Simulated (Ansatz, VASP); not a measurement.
# Mo2NO2: VASP beside Ansatz

Aim: how closely do two programs agree when they are given the same cell, functional and k mesh? The cell is taken from a series of runs on this material, whose earlier steps may have relaxed, scaled, displaced or heated it; both programs get it as it stands.

Calculated with Ansatz 0.2.0; plane waves, with VASP 6.6.1 beside it; single point at PBEsol.

## (1) The starting structure

The cell holds 5 atoms: 1 N, 2 Mo and 2 O. Cell: a = 2.950 Å, b = 2.950 Å, c = 20.000 Å, α = 90.0°, β = 90.0°, γ = 120.0°. Vacuum lies along c.

## (2) Ansatz: single point, PBEsol, pair 1

Ansatz runs on its default PAW (the set named soft_2) files.

A single point gives forces, pressure and levels at one fixed geometry, so differences don't come from the geometry; what else differs is listed under the comparison.

Input file input.yaml:

```yaml
crystal:
  lattice:
    - [2.95, 0.0, 0.0]
    - [-1.475, 2.55477, 0.0]
    - [0.0, 0.0, 20.0]
  atoms:
    - { symbol: "N", position: [0.0, 0.0, 0.5] }
    - { symbol: Mo, position: [0.333333, 0.666667, 0.56] }
    - { symbol: Mo, position: [0.666667, 0.333333, 0.44] }
    - { symbol: O, position: [0.666667, 0.333333, 0.61] }
    - { symbol: O, position: [0.333333, 0.666667, 0.39] }
  periodic: [true, true, false]
kpoints:
  mp_grid: { grid: [9, 9, 1] }
hamiltonian:
  xc: pbesol
scf:
  occupations: { method: gaussian, width: 0.1 }
output:
  forces: true
  stress: true
  eigenvalues: true
```

The run is started by

```console
$ ansatz run input.yaml --threads 8 --pin off --max-ram 14336MiB --backend cpu --events-out ev --progress --plain --runs-dir out
```

Numbers of over 12 decimals in the logs are rounded to 6 here.

What it wrote:

```text
Warning: crystal.periodic: the lattice vector that does not repeat stood 0.000° off the slab's normal, 20.000 Å along it as the deck builds it. The run solves the slab on a vector along the normal, 32.600 Å long, with every atom where it was (on the deck's vector they left 15.60 Å outside them, and the widest stretch free of ions among them is 1.20 Å). A fractional position that the run reports is one of the run's ce [...]
Warning: the atoms were moved onto the symmetric positions of the space group found under crystal.symmetry.tolerance 1.0e-5 (fractional; no operation is sought that the atoms, as they stand in a round, miss by more than twice it, and no atom is moved by as much as it), and the run uses the moved positions. Before a round's move an operation carried an atom to 2.95e-6 Å from where it should land, the largest such dist [...]
crystal.periodic: the lattice vector that does not repeat stood 0.000° off the slab's normal, 20.000 Å along it as the deck builds it. The run solves the slab on a vector along the normal, 32.600 Å long, with every atom where it was (on the deck's vector they left 15.60 Å outside them, and the widest stretch free of ions among them is 1.20 Å). A fractional position that the run reports is one of the run's cell, which [...]
Engine: ansatz 0.2.0, aarch64-unknown-linux-gnu
Pseudopotentials: kind: paw
Pseudopotential: N, paw, valence charge 5, recommended cutoff 420 eV (normal), N.paw.azcp
Pseudopotential: Mo, paw, valence charge 14, recommended cutoff 420 eV (normal), Mo.paw.azcp
Pseudopotential: O, paw, valence charge 6, recommended cutoff 420 eV (normal), O.paw.azcp
Functional definition: PBEsol
  exchange = pbesol_x
  correlation = pbesol_c
Crystal: 5 atoms, lattice volume = 245.692 Å³
Basis set: ecut = 420 eV, 4717 PW (Γ), exchange–correlation on 40×40×450 points (8 copies of the dense FFT grid, shifted against one another)
Bands: 28, of which v1, the nominal top of the filled ones, is band 23 counted from 1 (22 counted from 0)
Symmetry: 12 space group operations
Space group: P-3m1 (ITA 164), of the structure as read, at distance tolerance 6.3e-5 Å
k-points: 12 of 81
Non-local potential: N, projectors of the file, l = 0: 2, l = 1: 2, l = 2: 1
Non-local potential: Mo, projectors of the file, l = 0: 3, l = 1: 2, l = 2: 2, l = 3: 1
Non-local potential: O, projectors of the file, l = 0: 2, l = 1: 2, l = 2: 1
PAW form: soft (Blöchl's): semilocal exchange-correlation on the pseudo side does not see the compensation charge
PAW frozen core: N, regenerated for the run's functional, and the local potential with it (the file was generated under x = pbe(κ = 0.804, μ = 0.219515), c = pbe(β = 0.066725))
PAW frozen core: Mo, regenerated for the run's functional, and the local potential with it (the file was generated under x = pbe(κ = 0.804, μ = 0.219515), c = pbe(β = 0.066725))
PAW frozen core: O, regenerated for the run's functional, and the local potential with it (the file was generated under x = pbe(κ = 0.804, μ = 0.219515), c = pbe(β = 0.066725))
PAW one-centre angular grid: N, 110 points (default); XC on 64 Gauss nodes
PAW one-centre angular grid: Mo, 590 points (default); XC on 64 Gauss nodes
PAW one-centre angular grid: O, 110 points (default); XC on 64 Gauss nodes
Initial density: superposition of atomic densities (neutral atoms: chi_scale 0, normalization atom), corrected by the library's trained network
Initial wavefunctions: pseudopotential atomic-orbital guess
Functional: x = pbesol(κ = 0.804, μ = 0.123457), c = pbesol(β = 0.046)
SCF iter   1: F=—  HF=-11294.945989 eV  |F-HF|=—  |Δ(HF+E_count)|=         —  Δρ=6.75e-3  dr2=8.70e-2  ethr=1.77e-3  ⟨swp⟩=14.5  Hψ=2818  notcnv=0
preconditioner: auto → LDOS  [metal: Δε(μ)=0.021 eV  Ē_g=10.016 eV  σ=0.100 eV  W_gap=0.12  n_scr=20 (ndim 8)  ℏωp=12.8 eV  f_vac=0.779  D(μ)=3.90/eV (n_scr^D=16)  β→1.0]
SCF iter   2: F=—  HF=-11294.935314 eV  |F-HF|=—  |Δ(HF+E_count)|=   1.07e-2  Δρ=3.31e-3  dr2=1.44e-2  ethr=1.93e-4  ⟨swp⟩=3.8  Hψ=1078  notcnv=0  defer=8
SCF iter   3: F=—  HF=-11294.931879 eV  |F-HF|=—  |Δ(HF+E_count)|=   3.43e-3  Δρ=6.56e-4  dr2=1.03e-3  ethr=3.20e-5  ⟨swp⟩=3.4  Hψ=724  notcnv=0  defer=8
SCF iter   4: F=—  HF=-11294.931907 eV  |F-HF|=—  |Δ(HF+E_count)|=   2.81e-5  Δρ=2.22e-4  dr2=9.13e-5  ethr=2.29e-6  ⟨swp⟩=3.2  Hψ=714  notcnv=0  defer=8
SCF iter   5: F=—  HF=-11294.931858 eV  |F-HF|=—  |Δ(HF+E_count)|=   4.84e-5  Δρ=7.17e-5  dr2=1.08e-5  ethr=2.03e-7  ⟨swp⟩=4.0  Hψ=879  notcnv=0  defer=8
SCF iter   6: F=—  HF=-11294.931868 eV  |F-HF|=—  |Δ(HF+E_count)|=   9.45e-6  Δρ=2.82e-5  dr2=1.52e-6  ethr=2.39e-8  ⟨swp⟩=3.1  Hψ=726  notcnv=0  defer=8
SCF iter   7: F=—  HF=-11294.931868 eV  |F-HF|=—  |Δ(HF+E_count)|=   1.55e-7  Δρ=1.13e-5  dr2=1.90e-7  ethr=3.37e-9  ⟨swp⟩=4.0  Hψ=871  notcnv=0  defer=8
SCF iter   8: F=-11294.931868 eV  HF=-11294.931868 eV  |F-HF|=1.52e-9  |Δ(HF+E_count)|=   2.11e-7  Δρ=5.35e-6  dr2=5.02e-8  ethr=2.22e-10  ⟨swp⟩=16.9  Hψ=2421  notcnv=0
SCF 1 converged in 8 iterations: F = -11294.931868 eV  dr2 = 5.02e-8
  greatest PAW one-centre occupation: 0.999 electrons in one spin orbital (limit 2), on the Mo atom at site 2 (counted from 0), in its partial waves of l = 0
SCF converged after 8 iterations
Free energy (F): -11294.931868 eV
Harris-Foulkes:  -11294.931868 eV  (|F-HF|=1.52e-9)
Internal energy: -11294.913250 eV  (E = F + TS)
E sigma→0 (E₀):  -11294.922559 eV
Entropy (-TS):   -0.018618 eV (-3.724 meV/atom)
Fermi energy:    -5.219850 eV
--- Per-component energies (eV) ---
  E_band       = -1166.881879
  E_kinetic    = 1377.634088
  E_local      = -157207.676026  (includes V_loc(G=0)·N_el)
  E_nonlocal   = 432.468242
  E_hartree    = 77668.128026
  E_xc         = -573.180974
  E_vxc        = -724.178143  (∫ρ·V_xc dr)
  E_paw        = -6715.441366  (= ΣΔE_a)
  E_vpaw       = -381.376859  (= ΣTr[D̂ρ^β])
  E_aug_tail   = 0.005156  (compensation charges beyond the density's cutoff)
  E_ewald      = 73722.632330
  E_core_change = 0.517273  (= ΣΔE_core)
  E_smearing   = -0.018618  (= −TS)
  E_closure    = 0.000000  (closes the sum)
  Σ components = -11294.931868   (vs F -11294.931868, Δ=0.00e0)
--- Forces (eV/Å), atoms counted from 1 ---
  atom   1  N      0.00000000     0.00000000     0.00000000
  atom   2  Mo    -0.00000000    -0.00000000    -1.98059781
  atom   3  Mo    -0.00000000     0.00000000     1.98059781
  atom   4  O      0.00000000    -0.00000000     2.36788195
  atom   5  O      0.00000000     0.00000000    -2.36788195
  max |Σ_I F_I| component: 1.54e-33 eV/Å
--- 2D stress c σ (N/m, compression-positive) ---
       19.026194       0.000000       0.000000
        0.000000      19.026194       0.000000
        0.000000       0.000000       0.000000
  P = ½ c Tr σ = 19.0262 N/m
--- Band table (eV; the first three rows and the last of 12) ---
  k-point 0: bands = [... 19 lower, -9.1270, -7.4265, -7.4265, -6.2019, -5.5500, -5.5500, -3.7739, -2.9493, ... 1 higher]
  k-point 1: bands = [... 19 lower, -9.2699, -7.2642, -6.7670, -6.2669, -5.4317, -5.1176, -3.8675, -3.0221, ... 1 higher]
  k-point 2: bands = [... 19 lower, -9.5156, -7.5169, -6.0945, -5.5877, -4.7639, -4.7390, -3.9705, -2.6695, ... 1 higher]
  k-point 11: bands = [... 19 lower, -10.4981, -6.2420, -5.7855, -5.7855, -4.0844, -4.0844, -4.0574, -1.1419, ... 1 higher]
```

## (3) VASP: single point, PBEsol, pair 1

The same cell, functional, mesh and smearing now go to VASP, with its own data sets.

Lines of VASP's logs that name or quote its potential files are left out, and so is its time.

Input file INCAR:

```
SYSTEM = Mo2NO2
PREC = Accurate
ENCUT = 520
EDIFF = 1E-06
NELM = 120
ISMEAR = 0
SIGMA = 0.1
LREAL = .FALSE.
ALGO = Normal
GGA = PS
NBANDS = 28
LASPH = .TRUE.
LORBIT = 11
LWAVE = .FALSE.
LCHARG = .FALSE.
ISIF = 2
LDIPOL = .TRUE.
IDIPOL = 3
DIPOL = 0.5 0.5 0.5
LVHAR = .TRUE.
GGA_COMPAT = .FALSE.
NELMDL = -8
KPAR = 2
```

Input file POSCAR:

```
Mo2NO2
1.0
    2.9500000000      0.0000000000      0.0000000000
   -1.4750000000      2.5547700000      0.0000000000
    0.0000000000      0.0000000000     20.0000000000
N Mo O
1 2 2
Direct
    0.0000000000      0.0000000000      0.5000000000
    0.3333333333      0.6666666667      0.5600000000
    0.6666666667      0.3333333333      0.4400000000
    0.6666666667      0.3333333333      0.6100000000
    0.3333333333      0.6666666667      0.3900000000
```

Input file KPOINTS:

```
Automatic mesh
0
Gamma
9 9 1
0 0 0
```

Potentials, in the order of the species: N, Mo_sv and O (PBE family, release 64).

The run is started by

```console
$ mpirun -np 2 vasp_std
```

What it wrote:

```text
[banner, memory and clock lines left out]
running    2 mpi-ranks, on    1 nodes
 distrk:  each k-point on    1 cores,    2 groups
 distr:  one band on    1 cores,    1 groups

 POSCAR found type information on POSCAR N MoO
 POSCAR found :  3 types and       5 ions
|                                                                             |
|               ----> ADVICE to this user running VASP <----                  |
|                                                                             |
|     You enforced a specific xc type in the INCAR file but a different       |
|     [... a line on the potential file left out ...]
|     I HOPE YOU KNOW WHAT YOU ARE DOING!                                     |
|                                                                             |

 LDA part: xc-table for (Slater+PW92), standard interpolation
 POSCAR, INCAR and KPOINTS ok, starting setup
 FFT: planning ... GRIDC
 FFT: planning ... GRID_SOFT
 FFT: planning ... GRID
 WAVECAR not read
 entering main loop
       N       E                     dE             d eps       ncg     rms          rms(c)
DAV:   1     0.478431143697E+03    0.47843E+03   -0.26443E+04   808   0.142E+03
DAV:   2    -0.230822234608E+02   -0.50151E+03   -0.49248E+03   832   0.416E+02
DAV:   3    -0.546164824950E+02   -0.31534E+02   -0.30571E+02   772   0.102E+02
DAV:   4    -0.554880890504E+02   -0.87161E+00   -0.86172E+00   884   0.162E+01
DAV:   5    -0.555036721001E+02   -0.15583E-01   -0.15465E-01   828   0.188E+00
DAV:   6    -0.555040196179E+02   -0.34752E-03   -0.34704E-03   884   0.278E-01
DAV:   7    -0.555040303048E+02   -0.10687E-04   -0.10685E-04   852   0.432E-02
DAV:   8    -0.555040307597E+02   -0.45487E-06   -0.45483E-06   756   0.824E-03    0.598E+01
DAV:   9    -0.482990270748E+02    0.72050E+01   -0.56979E+01   696   0.483E+01    0.184E+01
DAV:  10    -0.480292765924E+02    0.26975E+00   -0.11796E+01   688   0.231E+01    0.164E+01
DAV:  11    -0.474985040148E+02    0.53077E+00   -0.24779E+00   716   0.115E+01    0.580E-01
DAV:  12    -0.474965597175E+02    0.19443E-02   -0.13802E-01   772   0.259E+00    0.326E-01
DAV:  13    -0.474960558256E+02    0.50389E-03   -0.15184E-02   852   0.716E-01    0.123E-01
DAV:  14    -0.474956614140E+02    0.39441E-03   -0.13256E-03   828   0.247E-01    0.609E-02
[...]
DAV:  19    -0.474959554643E+02   -0.62904E-04   -0.28247E-05   736   0.234E-02    0.913E-03
DAV:  20    -0.474959767652E+02   -0.21301E-04   -0.82714E-06   732   0.142E-02    0.209E-03
DAV:  21    -0.474960194191E+02   -0.42654E-04   -0.31634E-06   600   0.815E-03    0.243E-03
DAV:  22    -0.474960408952E+02   -0.21476E-04   -0.17172E-06   552   0.595E-03    0.193E-03
DAV:  23    -0.474960578391E+02   -0.16944E-04   -0.12118E-06   560   0.422E-03    0.712E-04
DAV:  24    -0.474960632261E+02   -0.53870E-05   -0.39216E-07   472   0.280E-03    0.989E-04
DAV:  25    -0.474960650253E+02   -0.17992E-05   -0.16474E-07   440   0.217E-03    0.300E-04
DAV:  26    -0.474960651297E+02   -0.10439E-06   -0.38673E-08   384   0.753E-04
   1 F= -.47496065E+02 E0= -.47486743E+02  d E =-.186438E-01
```

OUTCAR, selected parts (step 3):

```text
ion  position               nearest neighbor table
   1  0.000  0.000  0.500-   2 2.08   3 2.08   3 2.08   2 2.08   3 2.08   2 2.08
   2  0.333  0.667  0.560-   4 1.98   4 1.98   4 1.98   1 2.08   1 2.08   1 2.08   3 2.94   3 2.94
                             3 2.94
   3  0.667  0.333  0.440-   5 1.98   5 1.98   5 1.98   1 2.08   1 2.08   1 2.08   2 2.94   2 2.94
                             2 2.94
   4  0.667  0.333  0.610-   2 1.98   2 1.98   2 1.98
   5  0.333  0.667  0.390-   3 1.98   3 1.98   3 1.98

  LATTYP: Found a hexagonal cell.
 ALAT       =     2.9500000000
 C/A-ratio  =     6.7796610169

 Subroutine GETGRP returns: Found 12 space group operations
 (whereof 12 operations were pure point group operations)

The static configuration has the point symmetry D_3d.

 Found     12 irreducible k-points:

   k-points           NKPTS =     12   k-points in BZ     NKDIM =     12   number of bands    NBANDS=     28

   dimension x,y,z NGX =    24 NGY =   24 NGZ =  150
   dimension x,y,z NGXF=    48 NGYF=   48 NGZF=  300

   ENCUT  =  520.0 eV  38.22 Ry    6.18 a.u.   5.49  5.49 37.19*2*pi/ulx,y,z

   NELECT =      45.0000    total number of electrons

 k-points in reciprocal lattice and weights: Automatic mesh
   0.00000000  0.00000000  0.00000000       0.012
   0.11111111  0.00000000  0.00000000       0.074
   0.22222222  0.00000000  0.00000000       0.074
   0.33333333  0.00000000  0.00000000       0.074
   0.44444444  0.00000000  0.00000000       0.074
   0.11111111  0.11111111  0.00000000       0.074
   0.22222222  0.11111111  0.00000000       0.148
   0.33333333  0.11111111  0.00000000       0.148
   0.44444444  0.11111111  0.00000000       0.074
   0.22222222  0.22222222  0.00000000       0.074
   0.33333333  0.22222222  0.00000000       0.148
   0.33333333  0.33333333  0.00000000       0.025

 dipolmoment           0.000000      0.000000     -0.000000 electrons x Angstroem

 average (electrostatic) potential at core
       1 -70.5849       2 -82.7922       3 -82.7922       4 -76.8504       5 -76.8504

 E-fermi :   0.1693

 k-point     1 :       0.0000    0.0000    0.0000
  band No.  band energies     occupation
    ...
     21      -2.0466      2.00000
     22      -2.0466      2.00000
     23      -0.8199      2.00000
     24      -0.1624      2.00000
     25      -0.1623      2.00000
     26       1.6182      0.00000
     27       2.4382      0.00000
     28       2.4382      0.00000

 k-point     2 :       0.1111    0.0000    0.0000
  band No.  band energies     occupation
    ...
     20      -3.8863      2.00000
     21      -1.8835      2.00000
     22      -1.3860      2.00000
     23      -0.8857      2.00000
     24      -0.0443      1.99748
     25       0.2707      0.15142
     26       1.5246      0.00000
     27       2.3647      0.00000
     28       2.5507      0.00000

 k-point     3 :       0.2222    0.0000    0.0000
  band No.  band energies     occupation
    ...
     19      -4.8840      2.00000
     20      -4.1275      2.00000
     21      -2.1334      2.00000
     22      -0.7111      2.00000
     23      -0.2048      2.00000
     24       0.6258      0.00000
     25       0.6491      0.00000
     26       1.4209      0.00000
     27       2.7193      0.00000
     28       2.8472      0.00000

  Total        9.2667086      9.2666728      5.7860770     -0.0000000      0.0000000      0.0000000
  in kB       98.4991022     98.4987211     61.5022449     -0.0000000      0.0000000      0.0000000
  external PRESSURE =      86.1666894 kB  Pullay stress =       0.0000000 kB

  energy-cutoff  :      520.00
  volume of cell :      150.73
      direct lattice vectors                 reciprocal lattice vectors
     2.950000000  0.000000000  0.000000000     0.338983051  0.195712334  0.000000000
    -1.475000000  2.554770000  0.000000000     0.000000000  0.391424668  0.000000000
     0.000000000  0.000000000 20.000000000     0.000000000  0.000000000  0.050000000

 POSITION                                       TOTAL-FORCE (eV/Angst)
 -----------------------------------------------------------------------------------
      0.00000      0.00000     10.00000         0.000000      0.000000      0.000000
     -0.00000      1.70318     11.20000         0.000000      0.000000     -1.983192
      1.47500      0.85159      8.80000         0.000000     -0.000000      1.983192
      1.47500      0.85159     12.20000        -0.000000      0.000000      2.414918
     -0.00000      1.70318      7.80000        -0.000000     -0.000000     -2.414918
 -----------------------------------------------------------------------------------
    total drift:                               -0.000000      0.000000      0.000000

  FREE ENERGIE OF THE ION-ELECTRON SYSTEM (eV)
  ---------------------------------------------------
  free  energy   TOTEN  =       -47.4960651297 eV

  energy  without entropy=      -47.4774213014  energy(sigma->0) =      -47.48674322

 vacuum level on the upper side and lower side of the slab         5.415         5.415

 total charge
# of ion       s       p       d       tot
------------------------------------------
    1        1.243   2.577   0.000   3.821
    2        2.311   6.287   4.049  12.647
    3        2.311   6.287   4.049  12.647
    4        1.573   3.475   0.000   5.047
    5        1.573   3.475   0.000   5.047
--------------------------------------------------
tot          9.011  22.100   8.097  39.209

[... 3 further parts left out ...]
```

This run has no spin polarisation, so a moment on Mo, if there is one, isn't seen. Its electron count is odd, so without a moment it is a metal by construction.

## (4) Side by side

Known differences besides the potentials themselves: Ansatz cuts the interaction across the vacuum, VASP repeats the sheet with a dipole correction; the cutoff is 420 eV in Ansatz and 520 eV in VASP; Ansatz makes its cores anew for this functional, VASP keeps those of its PBE data sets. Total energies have different zeros and are not compared.

Forces (eV/Å; atoms numbered as in POSCAR):

```tsv
atom	Ansatz x, y, z	VASP x, y, z
N1	0.000, 0.000, 0.000	0.000, 0.000, 0.000
Mo2	0.000, 0.000, -1.981	0.000, 0.000, -1.983
Mo3	0.000, 0.000, 1.981	0.000, 0.000, 1.983
O4	0.000, 0.000, 2.368	0.000, 0.000, 2.415
O5	0.000, 0.000, -2.368	0.000, 0.000, -2.415
```

The forces differ by 17 meV/Å r.m.s., which is 1.5 % of the r.m.s. force of 1.141 eV/Å (both taken over all components). With vacuum in the cell, a pressure given here is an average over mostly empty space and none of the material.

(Part 1 of 2 ends here.)

[Lines on the potential files, build, host, timing and source positions are cut from VASP's logs without a mark.]

[Logs are printed without paths, hosts, clocks, repeated set-up lines and the standing remarks that a program may print on its own settings, such as how far it seeks lower states.]

[Hosts, paths, dates, database ids (printed as entryN), source tags and the programs' standing remarks are cut or masked in the printed files.]
